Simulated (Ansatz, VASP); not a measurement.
**Y2SNO (Y2NOS MXene monolayer): VASP beside Ansatz**

Aim: how closely do two programs agree when they are given the same cell, functional and k mesh? The structure shown is the start of the Ansatz relaxation below; VASP solves that cell, so the two are compared at the walk's first step.

Method: plane waves, with VASP 6.6.1 beside it; single point at PBE, in Ansatz 0.2.0.

**1. Starting point**

The cell holds 5 atoms: 1 S, 2 Y, 1 N and 1 O. Cell: a = 3.406 Å, b = 3.406 Å, c = 35.694 Å, α = 90.0°, β = 90.0°, γ = 120.0°. Vacuum lies along c. The height across the vacuum is the one that the program set for its solve, not the one typed.

**2. Ansatz: relaxation, PBE**

Ansatz runs on its default PAW (the set named soft_2) files.

The two programs are compared at the cell with which this relaxation starts, whose forces are those of its first step.

The input, input.yaml:

```yaml
crystal:
  lattice:
    - [3.40626, 0.0, 0.0]
    - [-1.70313, 2.9499076919, 0.0]
    - [0.0, 0.0, 23.9471825095]
  atoms:
    - { symbol: S, position: [0.3333333333, 0.6666666667, 0.3758270935] }
    - { symbol: "Y", position: [0.6666666667, 0.3333333333, 0.4566929017], spin: 1.0 }
    - { symbol: "N", position: [0.0, 0.0, 0.5128172263] }
    - { symbol: "Y", position: [0.3333333333, 0.6666666667, 0.568941551], spin: 1.0 }
    - { symbol: O, position: [0.6666666667, 0.3333333333, 0.6241729065] }
  periodic: [true, true, false]
magnetization:
  spin_polarized: true
kpoints:
  mp_grid: { grid: [9, 9, 1] }
hamiltonian:
  xc: pbe
scf:
  occupations: { method: fermi_dirac, width: 0.05 }
relax:
  f_tol: 0.01
  max_steps: 90
  cell: {}
```

Launch:

```console
$ ansatz run input.yaml --threads 4 --pin off --max-ram 8192MiB --backend cpu --events-out ev --progress --plain --runs-dir out
```

Numbers of over 12 decimals in the logs are rounded to 6 here.

Log:

```text
Warning: crystal.periodic: the lattice vector that does not repeat stood 0.000° off the slab's normal, 23.947 Å along it as the deck builds it. The run solves the slab on a vector along the normal, 35.694 Å long, with every atom where it was (on the deck's vector they left 18.00 Å outside them, and the widest stretch free of ions among them is 1.94 Å). A fractional position that the run reports is one of the run's ce [...]
crystal.periodic: the lattice vector that does not repeat stood 0.000° off the slab's normal, 23.947 Å along it as the deck builds it. The run solves the slab on a vector along the normal, 35.694 Å long, with every atom where it was (on the deck's vector they left 18.00 Å outside them, and the widest stretch free of ions among them is 1.94 Å). A fractional position that the run reports is one of the run's cell, which [...]
Engine: ansatz 0.2.0, x86_64-unknown-linux-gnu
Pseudopotentials: kind: paw
Pseudopotential: S, paw, valence charge 6, recommended cutoff 420 eV (normal), S.paw.azcp
Pseudopotential: Y, paw, valence charge 11, recommended cutoff 420 eV (normal), Y.paw.azcp
Pseudopotential: N, paw, valence charge 5, recommended cutoff 420 eV (normal), N.paw.azcp
Pseudopotential: O, paw, valence charge 6, recommended cutoff 420 eV (normal), O.paw.azcp
Functional definition: PBE
  parameter kappa = 0.804
  parameter beta = 0.066725
  exchange = pbe_x(kappa = kappa, mu = beta*pi^2/3)
  correlation = pbe_c(beta = beta)
Crystal: 5 atoms, lattice volume = 358.662 Å³
Basis set: ecut = 420 eV, 6995 PW (Γ), exchange–correlation on 48×48×480 points (8 copies of the dense FFT grid, shifted against one another)
Bands: 26, of which v1, the nominal top of the filled ones, is band 20 counted from 1 (19 counted from 0)
Symmetry: 6 space group operations
Space group: P3m1 (ITA 156), of the structure as read, at distance tolerance 7.1e-5 Å
Magnetic group: BNS 156.49 (UNI 1279), of the structure as read, at distance tolerance 7.1e-5 Å
k-points: 12 of 81 (time reversal used)
Non-local potential: S, projectors of the file, l = 0: 2, l = 1: 2, l = 2: 2
Non-local potential: Y, projectors of the file, l = 0: 3, l = 1: 2, l = 2: 2, l = 3: 1
Non-local potential: N, projectors of the file, l = 0: 2, l = 1: 2, l = 2: 1
Non-local potential: O, projectors of the file, l = 0: 2, l = 1: 2, l = 2: 1
PAW form: soft (Blöchl's): semilocal exchange-correlation on the pseudo side does not see the compensation charge
PAW one-centre angular grid: S, 110 points (default); XC on 64 Gauss nodes
PAW one-centre angular grid: Y, 590 points (default); XC on 64 Gauss nodes
[...]
spin=Collinear: Resta preconditioning applied to the charge; magnetization (m = ρ↑ − ρ↓) channel mixes plain (no charge-response kernel on spin).
SCF iter   2: F=—  HF=-9557.840279 eV  |F-HF|=—  |Δ(HF+E_count)|=   7.85e-5  Δρ=2.29e-5 (↑2.15e-5 ↓2.29e-5)  dr2=1.47e-5  dr2_m=4.26e-8  M=-0.000 μB ∫|m|=0.000 μB  β_m=0.34  ethr=3.07e-8  ⟨swp⟩=2.4  Hψ=1030  notcnv=0
SCF iter   3: F=—  HF=-9557.840278 eV  |F-HF|=—  |Δ(HF+E_count)|=   1.18e-6  Δρ=1.14e-5 (↑9.62e-6 ↓1.14e-5)  dr2=9.29e-6  dr2_m=5.37e-8  M=-0.000 μB ∫|m|=0.000 μB  β_m=0.25  ethr=3.07e-8  ⟨swp⟩=2.8  Hψ=958  notcnv=0
SCF iter   4: F=—  HF=-9557.840277 eV  |F-HF|=—  |Δ(HF+E_count)|=   5.27e-7  Δρ=5.87e-6 (↑3.70e-6 ↓5.87e-6)  dr2=2.07e-7  dr2_m=3.97e-8  M=-0.000 μB ∫|m|=0.000 μB  β_m=0.32  ethr=2.38e-8  ⟨swp⟩=1.8  Hψ=729  notcnv=0
SCF iter   5: F=—  HF=-9557.840277 eV  |F-HF|=—  |Δ(HF+E_count)|=   1.28e-7  Δρ=3.00e-6 (↑2.24e-6 ↓3.00e-6)  dr2=4.63e-8  dr2_m=1.28e-8  M=-0.000 μB ∫|m|=0.000 μB  β_m=0.33  ethr=5.31e-10  ⟨swp⟩=3.4  Hψ=1289  notcnv=0
SCF iter   6: F=—  HF=-9557.840278 eV  |F-HF|=—  |Δ(HF+E_count)|=   4.03e-8  Δρ=1.10e-6 (↑1.10e-6 ↓1.08e-6)  dr2=4.31e-9  dr2_m=2.53e-9  M=-0.000 μB ∫|m|=0.000 μB  β_m=0.47  ethr=1.19e-10  ⟨swp⟩=3.0  Hψ=1249  notcnv=0
iter 7 did not close the SCF: its close was put off for a magnetic moment that had not settled (scf_convergence_deferred on its scf_iter line)
SCF iter   7: F=-9557.840278 eV  HF=-9557.840278 eV  |F-HF|=2.36e-10  |Δ(HF+E_count)|=   7.76e-9  Δρ=2.86e-7 (↑2.86e-7 ↓2.65e-7)  dr2=6.97e-10  dr2_m=1.52e-10  M=-0.000 μB ∫|m|=0.000 μB  β_m=0.47  ethr=1.10e-11  ⟨swp⟩=3.8  Hψ=2818  notcnv=0
SCF iter   8: F=-9557.840278 eV  HF=-9557.840278 eV  |F-HF|=1.06e-10  |Δ(HF+E_count)|=  2.16e-10  Δρ=8.26e-8 (↑8.26e-8 ↓6.91e-8)  dr2=2.42e-11  dr2_m=8.48e-12  M=-0.000 μB ∫|m|=0.000 μB  ethr=1.79e-12  ⟨swp⟩=2.0  Hψ=2007  notcnv=0
the starting moments were not kept: the SCF closed with an absolute magnetisation of 4.6e-6 μB, where they sum to 2 μB in size (2 sites). That is at most 0.1 of that sum. Measured as dr2_m measures the in/out step, that magnetisation stands 2.8e-12 eV from none, at or under the dr2_threshold of 7.7e-9 eV: it is no larger than a step whose dr2_m would equal this threshold.
SCF 11 converged in 8 iterations: F = -9557.840278 eV  dr2 = 2.42e-11
relax step  11: F+E_penalty+E_count = -9557.84027752 eV  Δ(F+E_penalty+E_count) = +1.312e-5 eV  max|allowed force component| = 2.895e-3 eV/Å  Δτ_max = 0.0006 Å  P = -0.005 N/m  Ω = 386.334 Å³  energy of the carried Pulay correction = -3.526e-4 eV  fix = [c, alpha, beta]  reactions: c -0.000 N/m  (8 SCF iters, dr2 threshold 7.69e-9 eV, accepted)
iter 1 solved again at ethr=2.67e-8 eV; its pass at ethr=3.10e-3 eV (dr2=1.04e-5 eV) is discarded
SCF iter   1: F=—  HF=-9557.840305 eV  |F-HF|=—  |Δ(HF+E_count)|=         —  Δρ=7.37e-6 (↑7.36e-6 ↓7.37e-6)  dr2=4.15e-8  dr2_m=8.52e-12  M=-0.000 μB ∫|m|=0.000 μB  β_m=0.65  ethr=2.67e-8  ⟨swp⟩=7.8  Hψ=8152  notcnv=0
preconditioner: auto → Resta (q_TF=auto, 1.862 Å⁻¹)  ε∞=1.6  [insulator: Δε(μ)=0.138 eV  Ē_g=14.890 eV  σ=0.050 eV  W_gap=0.59  n_scr=20 (ndim 8)  ℏωp=11.2 eV  f_vac=0.747  D(μ)=2.04/eV (n_scr^D=10)  ε∞_Penn≈1.6  vacuum switching on, ρ_ref=1.6e-2 e/Å³]
spin=Collinear: Resta preconditioning applied to the charge; magnetization (m = ρ↑ − ρ↓) channel mixes plain (no charge-response kernel on spin).
SCF iter   2: F=—  HF=-9557.840551 eV  |F-HF|=—  |Δ(HF+E_count)|=   2.46e-4  Δρ=3.09e-6 (↑3.09e-6 ↓3.08e-6)  dr2=1.52e-7  dr2_m=2.13e-12  M=-0.000 μB ∫|m|=0.000 μB  β_m=0.30  ethr=1.07e-10  ⟨swp⟩=4.4  Hψ=1820  notcnv=0
SCF iter   3: F=—  HF=-9557.840528 eV  |F-HF|=—  |Δ(HF+E_count)|=   2.32e-5  Δρ=3.47e-6 (↑3.46e-6 ↓3.47e-6)  dr2=1.30e-7  dr2_m=2.79e-12  M=-0.000 μB ∫|m|=0.000 μB  β_m=0.23  ethr=1.07e-10  ⟨swp⟩=2.5  Hψ=972  notcnv=0
SCF iter   4: F=—  HF=-9557.840567 eV  |F-HF|=—  |Δ(HF+E_count)|=   3.95e-5  Δρ=1.95e-6 (↑1.95e-6 ↓1.95e-6)  dr2=5.77e-9  dr2_m=1.37e-12  M=-0.000 μB ∫|m|=0.000 μB  β_m=0.28  ethr=1.07e-10  ⟨swp⟩=2.9  Hψ=908  notcnv=0
SCF iter   5: F=—  HF=-9557.840597 eV  |F-HF|=—  |Δ(HF+E_count)|=   2.96e-5  Δρ=5.47e-7 (↑5.46e-7 ↓5.47e-7)  dr2=5.48e-10  dr2_m=3.48e-13  M=-0.000 μB ∫|m|=0.000 μB  β_m=0.29  ethr=1.48e-11  ⟨swp⟩=3.3  Hψ=1164  notcnv=0
SCF iter   6: F=—  HF=-9557.840605 eV  |F-HF|=—  |Δ(HF+E_count)|=   8.70e-6  Δρ=1.12e-7 (↑1.12e-7 ↓1.12e-7)  dr2=5.34e-11  dr2_m=1.80e-13  M=-0.000 μB ∫|m|=0.000 μB  β_m=0.52  ethr=1.41e-12  ⟨swp⟩=4.1  Hψ=1410  notcnv=0
iter 7 met the thresholds in force, and the SCF goes on: an eigenvalue changes by 3.12 meV, over its tolerance of 0.05 meV (output.eigenvalues, Limitations)
SCF iter   7: F=-9557.840606 eV  HF=-9557.840606 eV  |F-HF|=2.68e-8  |Δ(HF+E_count)|=   5.23e-7  Δρ=2.01e-8 (↑1.95e-8 ↓2.01e-8)  dr2=1.28e-11  dr2_m=6.23e-14  M=-0.000 μB ∫|m|=0.000 μB  β_m=0.48  ethr=1.00e-12  ⟨swp⟩=7.7  Hψ=4026  notcnv=0
SCF iter   8: F=-9557.840606 eV  HF=-9557.840606 eV  |F-HF|=6.26e-10  |Δ(HF+E_count)|=   2.60e-8  Δρ=1.03e-8 (↑9.49e-9 ↓1.03e-8)  dr2=2.21e-12  dr2_m=4.15e-14  M=-0.000 μB ∫|m|=0.000 μB  ethr=1.00e-12  ⟨swp⟩=6.6  Hψ=3112  notcnv=0
the starting moments were not kept: the SCF closed with an absolute magnetisation of 1.2e-6 μB, where they sum to 2 μB in size (2 sites). That is at most 0.1 of that sum. Measured as dr2_m measures the in/out step, that magnetisation stands 3.5e-13 eV from none, at or under the dr2_threshold of 2.0e-11 eV: it is no larger than a step whose dr2_m would equal this threshold.
SCF 12 converged in 8 iterations: F = -9557.840606 eV  dr2 = 2.21e-12
relax step  12: F+E_penalty+E_count = -9557.84060592 eV  Δ(F+E_penalty+E_count) = -3.284e-4 eV  max|allowed force component| = 2.880e-3 eV/Å  Δτ_max = 0.0000 Å  P = -0.003 N/m  Ω = 386.334 Å³  fix = [c, alpha, beta]  reactions: c -0.000 N/m  stress off target by 3.01e-3 N/m on what of the cell is left free  SCF on the basis re-selected at this cell (its energy is not comparable with the rows above)  (8 SCF iters)
basis re-selected at this cell: Δ(F+E_penalty+E_count) = -3.284e-4 eV, ΔP = +0.002 N/m vs the last step (what re-selecting the basis moved, of the pressure what is left beyond the Pulay correction that the steps carried, after the strain that the cell walked since its last selection, with what the two solves' SCF thresholds leave and, on support functions, any second-order correction that the steps lacked; it is no m [...]
SCF converged after 8 iterations
an eigenvalue changed by more than its tolerance at an iteration that met the thresholds in force, so the SCF went on 1 time: the last check found none over its tolerance
Magnetization: -0.0000 μB (19.5000 up, 19.5000 down)
Absolute magnetization: 0.0000 μB (∫|ρ↑−ρ↓|, with the PAW one-centre terms)
Spin contamination: 0.0000 ħ² per cell (⟨S²⟩ above its minimum at these occupations)
Per-site moments (μB) at R_I (Å): [(-9.139881407420468e-7, 1.166145), (-8.818788472179333e-9, 0.964962), (-5.6526869643504266e-8, 0.964962), (-3.6487757367125526e-9, 0.892542), (1.0382322219894005e-8, 0.892542)]
Free energy (F): -9557.840606 eV
Harris-Foulkes:  -9557.840606 eV  (|F-HF|=6.26e-10)
Internal energy: -9557.822615 eV  (E = F + TS)
E sigma→0 (E₀):  -9557.831610 eV
Entropy (-TS):   -0.017991 eV (-3.598 meV/atom)
Fermi energy:    -6.607868 eV
--- Per-component energies (eV) ---
  E_band       = -766.408939
  E_kinetic    = 1022.958785
  E_local      = -86563.202480  (includes V_loc(G=0)·N_el)
  E_nonlocal   = 221.332299
  E_hartree    = 42688.410737
  E_xc         = -579.837930
  E_vxc        = -658.851060  (∫ρ·V_xc dr)
  E_paw        = -6535.650596  (= ΣΔE_a)
  E_vpaw       = -165.470600  (= ΣTr[D̂ρ^β])
  E_aug_tail   = 0.002556  (compensation charges beyond the density's cutoff)
  E_ewald      = 40188.164016
  E_smearing   = -0.017991  (= −TS)
  E_closure    = 0.000000  (closes the sum)
  Σ components = -9557.840606   (vs F -9557.840606, Δ=0.00e0)
--- Forces (eV/Å), atoms counted from 1 ---
  atom   1  S      0.00000000     0.00000000     0.00048742
  atom   2  Y     -0.00000000    -0.00000000     0.00015168
  atom   3  N      0.00000000     0.00000000    -0.00086982
  atom   4  Y     -0.00000000    -0.00000000     0.00288000
  atom   5  O      0.00000000     0.00000000    -0.00264980
  max |Σ_I F_I| component: 5.15e-7 eV/Å
--- 2D stress c σ (N/m, compression-positive) ---
       -0.003010       0.000000      -0.000000
        0.000000      -0.003010      -0.000000
       -0.000000      -0.000000      -0.000000
  P = ½ c Tr σ = -0.0030 N/m
--- Relaxed structure (10 steps of the walk, 10 accepted, 2 SCFs on fresh bases) ---
  F+E_penalty+E_count = -9557.84060592 eV   max|allowed force component| = 2.880e-3 eV/Å   (the final SCF, on the basis selected at the relaxed cell)
  cell:  # Å, volume = 386.3335 Å³
    - [3.535217, 0, 0]
    - [-1.767608, 3.061587, 0]
    - [0, 0, 35.694365]
  atoms:
    - { symbol: S, position: [0.333333, 0.666667, 0.254171] }
    - { symbol: Y, position: [0.666667, 0.333333, 0.308970] }
    - { symbol: N, position: [0, 0, 0.340992] }
    - { symbol: Y, position: [0.333333, 0.666667, 0.389390] }
    - { symbol: O, position: [0.666667, 0.333333, 0.409512] }
```

(Part 1 of 2 ends here.)

[Lines on the potential files, build, host, timing and source positions are cut from VASP's logs without a mark.]

[Logs are printed without paths, hosts, clocks, repeated set-up lines and the standing remarks that a program may print on its own settings, such as how far it seeks lower states.]

[Hosts, paths, dates, database ids (printed as entryN), source tags and the programs' standing remarks are cut or masked in the printed files.]
